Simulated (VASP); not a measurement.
These are PBE GGA, VASP's PBE PAW potentials (set 64) (plane waves; VASP) values and carry that method's errors.

VASP input:

### INCAR
```
! general
SYSTEM  = VC31Si31
PREC    = Normal
ENCUT   = 400   ! plane-wave cut-off (eV)
LREAL   = Auto   ! projection in real space or not
LASPH   = T   ! aspherical one-centre terms
ISYM    = 0
NELECT  = 262.0

! electronic loop
EDIFF   = 1E-5   ! SCF stop (eV)
NELM    = 100
NELMIN  = 4
ALGO    = Fast
LMAXMIX = 4

! smearing
ISMEAR  = 0   ! Gaussian
SIGMA   = 0.05

! functional
GGA     = PE   ! PBE

! ions
IBRION  = 2
NSW     = 70   ! most ionic steps
ISIF    = 2   ! forces and stress, cell fixed
EDIFFG  = -0.03   ! ionic stop

! output
LWAVE   = T
LCHARG  = F
```

File POSCAR:
```
VC31Si31
1.0
  8.7583314357   0.0000000000   0.0000000000
  0.0000000000   8.7583314357   0.0000000000
  0.0000000000   0.0000000000   8.7583314357
Si C V
31 31 1
Cartesian
  4.3791657179   0.0000000000   0.0000000000
  6.5687485768   2.1895828589   0.0000000000
  6.5687485768   0.0000000000   2.1895828589
  0.0000000000   0.0000000000   0.0000000000
  2.1895828589   2.1895828589   0.0000000000
  4.3791657179   4.3791657179   0.0000000000
  6.5687485768   6.5687485768   0.0000000000
  2.1895828589   0.0000000000   2.1895828589
  4.3774666016   2.2353538990   2.2299237335
  6.5693266266   4.4113788609   2.2224966685
  4.3791657179   0.0000000000   4.3791657179
  6.5421144909   2.2012314397   4.4245251164
  6.5687485768   0.0000000000   6.5687485768
  0.0000000000   4.3791657179   0.0000000000
  2.1895828589   6.5687485768   0.0000000000
  0.0000000000   2.1895828589   2.1895828589
  2.1895828589   4.3791657179   2.1895828589
  4.3791657179   6.5687485768   2.1895828589
  0.0000000000   0.0000000000   4.3791657179
  2.1895828589   2.1895828589   4.3791657179
  6.5687485768   6.5687485768   4.3791657179
  2.1895828589   0.0000000000   6.5687485768
  4.3791657179   2.1895828589   6.5687485768
  6.5687485768   4.3791657179   6.5687485768
  0.0000000000   6.5687485768   2.1895828589
  0.0000000000   4.3791657179   4.3791657179
  2.1895828589   6.5687485768   4.3791657179
  0.0000000000   2.1895828589   6.5687485768
  2.1895828589   4.3791657179   6.5687485768
  4.3791657179   6.5687485768   6.5687485768
  0.0000000000   6.5687485768   6.5687485768
  5.4521051104   1.0667735272   1.1134992254
  7.6546940915   3.2343992492   1.1333631211
  7.7115969708   1.1294481470   3.2406877312
  1.0947914295   1.0947914295   1.0947914295
  3.2689596251   3.3215183720   1.0876183560
  5.4836351035   5.4367692720   1.0523573137
  7.6635400062   7.6635400062   1.0947914295
  3.2583182524   1.0953957543   3.2740044240
  7.6366081371   5.4316806815   3.2809322641
  5.5159358299   1.0575334875   5.5157781799
  7.6389466116   3.2793820395   5.5214185454
  7.6635400062   1.0947914295   7.6635400062
  1.0947914295   5.4739571473   1.0947914295
  3.2843742884   7.6635400062   1.0947914295
  1.0947914295   3.2843742884   3.2843742884
  3.2388397233   5.4657943824   3.3223679302
  5.4739571473   7.6635400062   3.2843742884
  1.0947914295   1.0947914295   5.4739571473
  3.2947704278   3.2427459391   5.5196143291
  5.4879617193   5.4656192158   5.4867355529
  7.6635400062   7.6635400062   5.4739571473
  3.2843742884   1.0947914295   7.6635400062
  5.4739571473   3.2843742884   7.6635400062
  7.6635400062   5.4739571473   7.6635400062
  1.0947914295   7.6635400062   3.2843742884
  1.0947914295   5.4739571473   5.4739571473
  3.2843742884   7.6635400062   5.4739571473
  1.0947914295   3.2843742884   7.6635400062
  3.2843742884   5.4739571473   7.6635400062
  5.4739571473   7.6635400062   7.6635400062
  1.0947914295   7.6635400062   7.6635400062
  4.4188497176   4.3850250416   4.3572698893
```

KPOINTS:
```
K-points
0
gamma
1 1 1
0 0 0
```

POTCAR, in this order: Si C V_sv (PBE.64 set). Program: vasp_gam.

The run wrote:

OSZICAR:
```
...
  17 F= -.45941173E+03 E0= -.45941173E+03  d E =-.114332E-01
       N       E                     dE             d eps       ncg     rms          rms(c)
DAV:   1    -0.459400691460E+03    0.11036E-01   -0.28999E+00   376   0.619E+00    0.501E-01
RMM:   2    -0.459423433410E+03   -0.22742E-01   -0.21275E-01   329   0.971E-01    0.798E-01
RMM:   3    -0.459421432861E+03    0.20005E-02   -0.24340E-02   333   0.325E-01    0.436E-01
RMM:   4    -0.459420538381E+03    0.89448E-03   -0.36093E-03   351   0.134E-01    0.124E-01
RMM:   5    -0.459420653302E+03   -0.11492E-03   -0.86887E-04   337   0.630E-02    0.522E-02
RMM:   6    -0.459420683651E+03   -0.30349E-04   -0.18472E-04   388   0.300E-02    0.209E-02
RMM:   7    -0.459420684553E+03   -0.90157E-06   -0.27610E-05   210   0.124E-02
  18 F= -.45942068E+03 E0= -.45942068E+03  d E =-.895064E-02
       N       E                     dE             d eps       ncg     rms          rms(c)
DAV:   1    -0.459413346953E+03    0.73367E-02   -0.14166E+00   392   0.435E+00    0.350E-01
RMM:   2    -0.459424756909E+03   -0.11410E-01   -0.10465E-01   329   0.687E-01    0.589E-01
RMM:   3    -0.459423414104E+03    0.13428E-02   -0.11963E-02   332   0.230E-01    0.284E-01
RMM:   4    -0.459423054724E+03    0.35938E-03   -0.17501E-03   350   0.926E-02    0.853E-02
RMM:   5    -0.459423108379E+03   -0.53655E-04   -0.40803E-04   336   0.439E-02    0.359E-02
RMM:   6    -0.459423124292E+03   -0.15913E-04   -0.10130E-04   298   0.211E-02    0.143E-02
RMM:   7    -0.459423124258E+03    0.34153E-07   -0.12119E-05   199   0.836E-03
  19 F= -.45942312E+03 E0= -.45942312E+03  d E =-.113903E-01
       N       E                     dE             d eps       ncg     rms          rms(c)
DAV:   1    -0.459409469757E+03    0.13655E-01   -0.30365E+00   388   0.644E+00    0.478E-01
RMM:   2    -0.459429195227E+03   -0.19725E-01   -0.21530E-01   328   0.101E+00    0.435E-01
RMM:   3    -0.459431997469E+03   -0.28022E-02   -0.24260E-02   333   0.312E-01    0.583E-01
RMM:   4    -0.459429750965E+03    0.22465E-02   -0.32017E-03   333   0.142E-01    0.119E-01
RMM:   5    -0.459429873371E+03   -0.12241E-03   -0.10601E-03   335   0.659E-02    0.557E-02
RMM:   6    -0.459429913170E+03   -0.39799E-04   -0.25250E-04   389   0.323E-02    0.211E-02
RMM:   7    -0.459429913527E+03   -0.35672E-06   -0.31303E-05   220   0.128E-02
  20 F= -.45942991E+03 E0= -.45942991E+03  d E =-.678927E-02
       N       E                     dE             d eps       ncg     rms          rms(c)
DAV:   1    -0.459427109904E+03    0.28033E-02   -0.49765E-01   416   0.262E+00    0.195E-01
RMM:   2    -0.459430466002E+03   -0.33561E-02   -0.35761E-02   328   0.412E-01    0.203E-01
RMM:   3    -0.459430761785E+03   -0.29578E-03   -0.39918E-03   332   0.128E-01    0.210E-01
RMM:   4    -0.459430477414E+03    0.28437E-03   -0.50076E-04   333   0.556E-02    0.480E-02
RMM:   5    -0.459430497074E+03   -0.19660E-04   -0.17197E-04   328   0.270E-02    0.222E-02
RMM:   6    -0.459430503528E+03   -0.64540E-05   -0.43035E-05   236   0.133E-02
  21 F= -.45943050E+03 E0= -.45943050E+03  d E =-.737927E-02
       N       E                     dE             d eps       ncg     rms          rms(c)
DAV:   1    -0.459417315238E+03    0.13182E-01   -0.27549E+00   388   0.617E+00    0.447E-01
RMM:   2    -0.459436083372E+03   -0.18768E-01   -0.18879E-01   328   0.959E-01    0.604E-01
RMM:   3    -0.459436062558E+03    0.20814E-04   -0.21350E-02   333   0.298E-01    0.398E-01
RMM:   4    -0.459435134283E+03    0.92827E-03   -0.25887E-03   348   0.120E-01    0.111E-01
RMM:   5    -0.459435234822E+03   -0.10054E-03   -0.81895E-04   340   0.600E-02    0.471E-02
RMM:   6    -0.459435261807E+03   -0.26985E-04   -0.18066E-04   371   0.272E-02    0.202E-02
RMM:   7    -0.459435263586E+03   -0.17791E-05   -0.25519E-05   211   0.117E-02
  22 F= -.45943526E+03 E0= -.45943526E+03  d E =-.476006E-02
       N       E                     dE             d eps       ncg     rms          rms(c)
DAV:   1    -0.459434207193E+03    0.10546E-02   -0.21377E-01   416   0.172E+00    0.126E-01
RMM:   2    -0.459435749039E+03   -0.15418E-02   -0.14810E-02   328   0.271E-01    0.198E-01
RMM:   3    -0.459435641194E+03    0.10785E-03   -0.16869E-03   333   0.853E-02    0.960E-02
RMM:   4    -0.459435593436E+03    0.47758E-04   -0.20056E-04   340   0.327E-02    0.310E-02
RMM:   5    -0.459435601174E+03   -0.77378E-05   -0.62481E-05   258   0.167E-02
  23 F= -.45943560E+03 E0= -.45943560E+03  d E =-.509765E-02
       N       E                     dE             d eps       ncg     rms          rms(c)
DAV:   1    -0.459436969421E+03   -0.13760E-02   -0.35927E-01   348   0.211E+00    0.164E-01
RMM:   2    -0.459438355957E+03   -0.13865E-02   -0.16922E-02   328   0.326E-01    0.114E-01
RMM:   3    -0.459438731528E+03   -0.37557E-03   -0.23457E-03   340   0.110E-01    0.212E-01
RMM:   4    -0.459438402041E+03    0.32949E-03   -0.48067E-04   337   0.566E-02    0.418E-02
RMM:   5    -0.459438408101E+03   -0.60604E-05   -0.16642E-04   337   0.263E-02    0.188E-02
RMM:   6    -0.459438412178E+03   -0.40766E-05   -0.34889E-05   229   0.130E-02
  24 F= -.45943841E+03 E0= -.45943841E+03  d E =-.281100E-02
       N       E                     dE             d eps       ncg     rms          rms(c)
DAV:   1    -0.459438378711E+03    0.29390E-04   -0.10833E-01   368   0.116E+00    0.906E-02
RMM:   2    -0.459438800889E+03   -0.42218E-03   -0.51444E-03   328   0.179E-01    0.588E-02
RMM:   3    -0.459438918866E+03   -0.11798E-03   -0.70555E-04   338   0.603E-02    0.117E-01
RMM:   4    -0.459438820416E+03    0.98450E-04   -0.15018E-04   327   0.313E-02    0.236E-02
RMM:   5    -0.459438822036E+03   -0.16199E-05   -0.49802E-05   254   0.143E-02
  25 F= -.45943882E+03 E0= -.45943882E+03  d E =-.322086E-02
       N       E                     dE             d eps       ncg     rms          rms(c)
DAV:   1    -0.459439807768E+03   -0.98735E-03   -0.41377E-01   344   0.216E+00    0.156E-01
RMM:   2    -0.459440753054E+03   -0.94529E-03   -0.13045E-02   328   0.293E-01    0.790E-02
RMM:   3    -0.459440815782E+03   -0.62727E-04   -0.18063E-03   333   0.944E-02    0.675E-02
RMM:   4    -0.459440874920E+03   -0.59139E-04   -0.40719E-04   378   0.457E-02    0.993E-02
RMM:   5    -0.459440809092E+03    0.65828E-04   -0.10785E-04   318   0.262E-02    0.194E-02
RMM:   6    -0.459440813363E+03   -0.42714E-05   -0.45873E-05   245   0.136E-02
  26 F= -.45944081E+03 E0= -.45944081E+03  d E =-.199133E-02
       N       E                     dE             d eps       ncg     rms          rms(c)
DAV:   1    -0.459440881018E+03   -0.71926E-04   -0.61165E-02   368   0.829E-01    0.602E-02
RMM:   2    -0.459441027058E+03   -0.14604E-03   -0.19731E-03   328   0.113E-01    0.302E-02
RMM:   3    -0.459441037128E+03   -0.10070E-04   -0.27509E-04   334   0.366E-02    0.244E-02
RMM:   4    -0.459441048324E+03   -0.11196E-04   -0.61524E-05   262   0.174E-02    0.382E-02
RMM:   5    -0.459441037446E+03    0.10878E-04   -0.16823E-05   206   0.101E-02    0.806E-03
RMM:   6    -0.459441038051E+03   -0.60502E-06   -0.64140E-06   196   0.567E-03
  27 F= -.45944104E+03 E0= -.45944103E+03  d E =-.221601E-02
       N       E                     dE             d eps       ncg     rms          rms(c)
DAV:   1    -0.459441255329E+03   -0.21788E-03   -0.11209E-01   352   0.117E+00    0.919E-02
RMM:   2    -0.459441729986E+03   -0.47466E-03   -0.47740E-03   328   0.176E-01    0.150E-01
RMM:   3    -0.459441638121E+03    0.91865E-04   -0.66483E-04   339   0.620E-02    0.608E-02
RMM:   4    -0.459441603235E+03    0.34886E-04   -0.14145E-04   332   0.274E-02    0.257E-02
RMM:   5    -0.459441603957E+03   -0.72131E-06   -0.55816E-05   275   0.158E-02
  28 F= -.45944160E+03 E0= -.45944160E+03  d E =-.565906E-03
```

**OUTCAR**
```
------------------------ aborting loop because EDIFF is reached ----------------------------------------
  FORCE on cell =-STRESS in cart. coord.  units (eV):
  Direction    XX          YY          ZZ          XY          YZ          ZX
  --------------------------------------------------------------------------------------
  Total        7.0895874      7.4872150      2.2775248      1.2820149     -2.4401044      2.3502962
  in kB       16.9070337     17.8552838      5.4313722      3.0573103     -5.8190872      5.6049153
  external PRESSURE =      13.3978966 kB  Pullay stress =       0.0000000 kB
  volume of cell :      671.84
      direct lattice vectors                 reciprocal lattice vectors
     8.758331436  0.000000000  0.000000000     0.114176999  0.000000000  0.000000000
     0.000000000  8.758331436  0.000000000     0.000000000  0.114176999  0.000000000
     0.000000000  0.000000000  8.758331436     0.000000000  0.000000000  0.114176999
  FREE ENERGIE OF THE ION-ELECTRON SYSTEM (eV)
  ---------------------------------------------------
  free  energy   TOTEN  =      -459.4416039566 eV

  energy  without entropy=     -459.4415962108  energy(sigma->0) =     -459.44160008

 reached required accuracy - stopping structural energy minimisation
```
(Selected blocks of OUTCAR.)

CONTCAR:
```
VC31Si31
   1.00000000000000
     8.7583314357000006    0.0000000000000000    0.0000000000000000
     0.0000000000000000    8.7583314357000006    0.0000000000000000
     0.0000000000000000    0.0000000000000000    8.7583314357000006
  Si              C               V
    31    31     1
Direct
     0.4988475330912476    0.0030085972789250    0.0036249464531335
     0.7486350167102560    0.2511338265258647    0.0035412037913583
     0.7494685494484563    0.0002608783088895    0.2498385115692636
     0.9992939014251075    0.0005275364453645    0.0008085729120425
     0.2496945483077364    0.2479272520466924    0.9999405402786199
     0.4998346222596893    0.4999457440209499    0.9986050963024911
     0.7518564067028012    0.7499978356547861    0.9997506697388723
     0.2490940909178449    0.9989694230891942    0.2488132497335011
     0.4935620225163503    0.2553617071302491    0.2596574710635471
     0.7440775378200136    0.5069841024766902    0.2595975096166953
     0.4987458417106058    0.9973021936422324    0.4996064437064182
     0.7651800052573294    0.2340508122406727    0.5145459399939540
     0.7517663767481069    0.9990239536509528    0.7524394850617981
     0.9967185271662292    0.5009423739443641    0.0036544147998026
     0.2510502228181475    0.7487654360695376    0.9981672021102319
     0.9992187791558856    0.2503938162048985    0.2499405152907409
     0.2482518300633083    0.4990886645158871    0.2471812352982784
     0.5005947982536778    0.7514679864169217    0.2471384444299028
     0.0000224196206896    0.9998367115552868    0.5024874752640230
     0.2524471595440699    0.2466128767554372    0.5002508021839700
     0.7532571754589195    0.7475030119330651    0.5001851410734743
     0.2509572059240485    0.0005641332272720    0.7502808524099315
     0.4987889278348263    0.2485290732241806    0.7487856240605962
     0.7511631020490422    0.5007890649308218    0.7488299583057632
     0.0012145604652789    0.7507438801888838    0.2487653718795192
     0.0022779351446178    0.5009606225879411    0.4994304724195260
     0.2495818534553857    0.7500025505628843    0.5036951490817827
     0.0007894401502428    0.2480430923541233    0.7523070916494073
     0.2529797266539220    0.5008287816063213    0.7468530952933183
     0.4989285092893047    0.7467747715440782    0.7469926190758492
     0.9991711710156844    0.7486739614862601    0.7502736192724806
     0.6226934699358775    0.1295847428907209    0.1315714817689350
     0.8698776964220802    0.3772721056984705    0.1317123990300404
     0.8761892603178593    0.1233519178007201    0.3740665429406843
     0.1240031150114079    0.1250669230258522    0.1253102126610035
     0.3743899105003013    0.3763889754133659    0.1232746545322550
     0.6233244753331849    0.6256961034486368    0.1229070783699896
     0.8748921667460341    0.8756047673304921    0.1251963435363007
     0.3741937969388333    0.1187454714912280    0.3750560322894518
     0.8812560215909596    0.6259250851189909    0.3749860378068516
     0.6235739467427018    0.1220000361443720    0.6252299283699521
     0.8773605118322798    0.3759872815345259    0.6249353102874436
     0.8741016815889081    0.1258106786684562    0.8775100218321347
     0.1249593687600234    0.6258545381457187    0.1234292873751003
     0.3738428840391128    0.8749705697711757    0.1235581609811903
     0.1260714180174486    0.3733486730496717    0.3750783875853742
     0.3665099814282266    0.6331269648075810    0.3686278971587590
     0.6262904015866405    0.8736200073172569    0.3750838777575388
     0.1245879292062528    0.1244091899485679    0.6262972343149211
     0.3744489109258864    0.3686730373700028    0.6244505104236149
     0.6312836323756239    0.6255948689565449    0.6246712763318908
     0.8754036070444308    0.8752725305498638    0.6263525446125493
     0.3751470038302968    0.1246326816283221    0.8763104818681328
     0.6254129662111360    0.3742357900728873    0.8735712139547863
     0.8751163662071180    0.6244726611898440    0.8762265910866934
     0.1229148457626896    0.8770937493358762    0.3762956532323238
     0.1244982049699598    0.6246932379652445    0.6257428468563433
     0.3749168903149259    0.8750645092888366    0.6258220615523251
     0.1231078427674887    0.3759754802809425    0.8769001945288817
     0.3756040316059319    0.6241366026855028    0.8732825380716236
     0.6238304772219196    0.8767302966925873    0.8769267151421271
     0.1244778171813682    0.8752615209640737    0.8751181642005547
     0.4994605706042625    0.5011153297940382    0.4800675954199290
```

OUTCAR:
```
 val. band max:        8.9150808051   @ k =   0.0000   0.0000   0.0000

 cond. band min:       9.2132989783   @ k =   0.0000   0.0000   0.0000


 Fermi energy:         9.0641898895

 k-point     1 :       0.0000    0.0000    0.0000
  band No.  band energies     occupation
      1     -55.5867      2.00000
      2     -29.7955      2.00000
      3     -29.3802      2.00000
      4     -29.2152      2.00000
      5      -7.3861      2.00000
      6      -5.9864      2.00000
      7      -5.8906      2.00000
      8      -5.8504      2.00000
      9      -5.8276      2.00000
     10      -5.7743      2.00000
     11      -5.5315      2.00000
     12      -4.6171      2.00000
     13      -4.5662      2.00000
     14      -4.5597      2.00000
     15      -4.5047      2.00000
     16      -4.4766      2.00000
     17      -4.4604      2.00000
     18      -4.4363      2.00000
     19      -4.3684      2.00000
     20      -4.3657      2.00000
     21      -4.3567      2.00000
     22      -4.1920      2.00000
     23      -3.9949      2.00000
     24      -3.9687      2.00000
     25      -3.9469      2.00000
     26      -3.7600      2.00000
     27      -2.9535      2.00000
     28      -2.5473      2.00000
     29      -2.4868      2.00000
     30      -2.3587      2.00000
     31      -2.3320      2.00000
     32      -2.3079      2.00000
     33      -2.2310      2.00000
     34      -2.1987      2.00000
     35      -2.1755      2.00000
     36      -0.6897      2.00000
     37      -0.5273      2.00000
     38      -0.5009      2.00000
     39      -0.4660      2.00000
     40       0.1159      2.00000
     41       0.1319      2.00000
     42       0.2470      2.00000
     43       0.7688      2.00000
     44       0.7868      2.00000
     45       0.8079      2.00000
     46       0.8355      2.00000
     47       0.8873      2.00000
     48       0.9626      2.00000
     49       1.5973      2.00000
     50       1.8019      2.00000
     51       1.8596      2.00000
...
```

At this cut-off the stress carries a Pulay error, which pulls relaxed volumes low. The cell is charged, with a uniform compensating background. The supercell is sampled at Γ alone, which is coarse: total energies, pressure and levels can be off, energies of defects by several tenths of an eV.

The cell is a supercell with a defect, built from SiC (zinc blende): V_Si-vac_C, charge -1. The run is not spin-polarised, so no magnetic state was tried. The run is not spin-polarised, so no state with unpaired spins was tried.
